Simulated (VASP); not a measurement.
Input:

```
Al2O3
1.0
    1.50854     0.87096     5.77419
   -1.50854     0.87096     5.77419
    0.00000    -1.74192     5.77419
Al O
2 3
Cartesian
  0.00000   0.00000  13.98040
  0.00000   0.00000   5.31290
  0.00000   0.00000  16.83413
  0.00000   0.00000   7.23901
  0.00000   0.00000   3.35221
```

Method: PBEsol GGA, VASP's PBE PAW potentials (set 64) (plane waves; VASP). Settings: 520 eV cut-off, 10×10×10 Γ-centred mesh, tetrahedra with Blöchl corrections, potentials Al O.

**Question.** Tabulate the total density of states (states/eV per cell) against energy (eV; zero at the valence-band maximum or, without a gap, the Fermi level).

**Answer.** 
(E (eV), DOS (states/eV)): (-9.98, 0.00); (-9.50, 0.00); (-9.14, 0.00); (-8.66, 0.00); (-8.18, 0.00); (-7.70, 0.00); (-7.34, 0.51); (-6.86, 2.50); (-6.38, 0.73); (-5.90, 2.99); (-5.54, 1.46); (-5.06, 3.23); (-4.58, 4.52); (-4.10, 3.28); (-3.74, 2.05); (-3.26, 1.46); (-2.78, 3.03); (-2.30, 2.89); (-1.94, 4.16); (-1.46, 5.33); (-0.98, 3.74); (-0.50, 1.14); (-0.14, 0.14); (0.34, 0.00); (0.82, 0.00); (1.30, 0.00); (1.66, 0.00); (2.14, 0.00); (2.62, 0.00); (3.10, 0.00); (3.46, 0.00); (3.94, 0.00); (4.42, 0.03); (4.90, 0.10); (5.26, 0.15); (5.74, 0.30); (6.22, 0.46); (6.70, 1.96); (7.06, 1.24); (7.54, 1.21)
Within 2 eV below the valence-band maximum the largest weight inside VASP's projection spheres is O p.

The structure comes from a computed database's Al2O3 entry (R3m); how it stands against other phases isn't given here. It was relaxed first.
